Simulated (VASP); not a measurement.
Level of theory: PBEsol GGA, VASP's PBE PAW potentials (set 64) (plane waves; VASP 6.6.1).

VASP input:

POSCAR:
```
AsN
1
    3.2488840000     0.0000000000     0.0000000000
   -1.6244420000     2.8136160000     0.0000000000
    0.0000000000     0.0000000000     4.5281490000
As N
2 2
Direct
  0.0000000000   0.0000000000   0.0000000000
  0.0000000000   0.0000000000   0.5000000000
  0.3333330000   0.6666670000   0.2500000000
  0.6666670000   0.3333330000   0.7500000000
```

**INCAR**
```
! general
SYSTEM =AsN
PREC   =Accurate
ENCUT  =400
LREAL  =.FALSE.
LASPH  =.TRUE.

! electronic loop
EDIFF  =1E-6
NELM   =100
ALGO   =Normal
LMAXMIX=4

! smearing
ISMEAR =-1
SIGMA  =0.1

! functional
GGA    =PS

! ions
ISIF   =2

! output
LWAVE  =.FALSE.
LCHARG =.FALSE.
```

### KPOINTS
```
Automatic
0
Gamma
6 6 4
0 0 0
```

POTCAR, in this order: As N (PBE.64 set). Program: vasp_std.

Output of the run:

### OSZICAR
```
       N       E                     dE             d eps       ncg     rms          rms(c)
DAV:   1     0.629079100018E+02    0.62908E+02   -0.87655E+03   588   0.106E+03
DAV:   2    -0.196931534823E+02   -0.82601E+02   -0.80033E+02   786   0.211E+02
DAV:   3    -0.234692178459E+02   -0.37761E+01   -0.36562E+01   756   0.454E+01
DAV:   4    -0.235073874888E+02   -0.38170E-01   -0.38131E-01   704   0.444E+00
DAV:   5    -0.235079114738E+02   -0.52399E-03   -0.52375E-03   792   0.436E-01    0.119E+01
DAV:   6    -0.213122304003E+02    0.21957E+01   -0.13062E+01   690   0.246E+01    0.617E+00
DAV:   7    -0.212580788466E+02    0.54152E-01   -0.94922E-01   630   0.779E+00    0.437E+00
DAV:   8    -0.212495184423E+02    0.85604E-02   -0.18318E-01   666   0.315E+00    0.101E+00
DAV:   9    -0.212350465206E+02    0.14472E-01   -0.61914E-02   714   0.172E+00    0.178E-01
DAV:  10    -0.212354035007E+02   -0.35698E-03   -0.28999E-03   672   0.422E-01    0.685E-02
DAV:  11    -0.212353769354E+02    0.26565E-04   -0.86355E-05   720   0.665E-02    0.155E-02
DAV:  12    -0.212353767762E+02    0.15924E-06   -0.67372E-06   692   0.216E-02
   1 F= -.21235377E+02 E0= -.21217634E+02  d E =-.354862E-01
```

### OUTCAR
```
------------------------ aborting loop because EDIFF is reached ----------------------------------------
  FORCE on cell =-STRESS in cart. coord.  units (eV):
  Direction    XX          YY          ZZ          XY          YZ          ZX
  --------------------------------------------------------------------------------------
  Total        4.8004408      4.8004406     22.3247929      0.0000000      0.0000000     -0.0000000
  in kB      185.8112331    185.8112228    864.1284050      0.0000000      0.0000000     -0.0000000
  external PRESSURE =     411.9169537 kB  Pullay stress =       0.0000000 kB
  volume of cell :       41.39
      direct lattice vectors                 reciprocal lattice vectors
     3.248884000  0.000000000  0.000000000     0.307798001  0.177707264  0.000000000
    -1.624442000  2.813616000  0.000000000     0.000000000  0.355414527  0.000000000
     0.000000000  0.000000000  4.528149000     0.000000000  0.000000000  0.220840789
 POSITION                                       TOTAL-FORCE (eV/Angst)
 -----------------------------------------------------------------------------------
      0.00000      0.00000      0.00000         0.000000      0.000000     -0.000000
      0.00000      0.00000      2.26407        -0.000000      0.000000     -0.000000
     -0.00000      1.87574      1.13204        -0.000000      0.000000      0.000000
      1.62444      0.93787      3.39611        -0.000000      0.000000      0.000000
 -----------------------------------------------------------------------------------
    total drift:                                0.000000     -0.000000      0.000000
  FREE ENERGIE OF THE ION-ELECTRON SYSTEM (eV)
  ---------------------------------------------------
  free  energy   TOTEN  =       -21.2353767762 eV

  energy  without entropy=      -21.1998906241  energy(sigma->0) =      -21.21763370
```
(Selected blocks of OUTCAR.)

At this cut-off the stress carries a Pulay error, which pulls relaxed volumes low.

The structure was generated: AsN was put into an ordered model structure, which need not be its known phase. The cell was not relaxed at this level. The k-mesh is coarse (spacing up to 0.37 per Å, 2π included), so the numbers may not be converged in it. The run is one of a series of settings (GGA = PS against the base run), some of them coarse on purpose.
